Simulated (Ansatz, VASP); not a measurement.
Tl3Mo: VASP beside Ansatz

```
Tl Mo
1.0
    -3.00849    3.00849    3.00849
     3.00849   -3.00849    3.00849
     3.00849    3.00849   -3.00849
Tl Mo
3 1
Direct
  0.00000 0.50000 0.50000
  0.50000 0.00000 0.50000
  0.50000 0.50000 0.00000
  0.00000 0.00000 0.00000
```

Change from the starting cell: species swapped into the Sb3Au type (Im-3m, No. 229).

Alike in both runs: functional PBE; k mesh 10 × 10 × 10; occupations gaussian, width 0.1 eV; no spin polarisation.

Ansatz relaxed the structure, and its values are those at the end. VASP's run is a single point on that final structure, the one shown.

|  | VASP | Ansatz |
| --- | --- | --- |
| version | VASP 6.6.1 | Ansatz 0.2.0 |
| potentials or method | VASP PAW PBE potentials, release 64 (Tl_d, Mo_sv) | scalar-relativistic, plane waves, PAW |
| plane-wave cutoff (eV) | 520 | 420 |
| valence electrons in the cell | 53 | 53 |

|  | VASP | Ansatz | Ansatz less VASP |
| --- | --- | --- | --- |
| gap on the k mesh at the Fermi level (eV) | none | none | - |
| pressure (GPa) | 0.0 | 0.0 | +0.02 |

A gap of «none» marks a metal or a gap that the smearing closes.

The runs have no spin-orbit coupling, so splittings on Tl are missing.
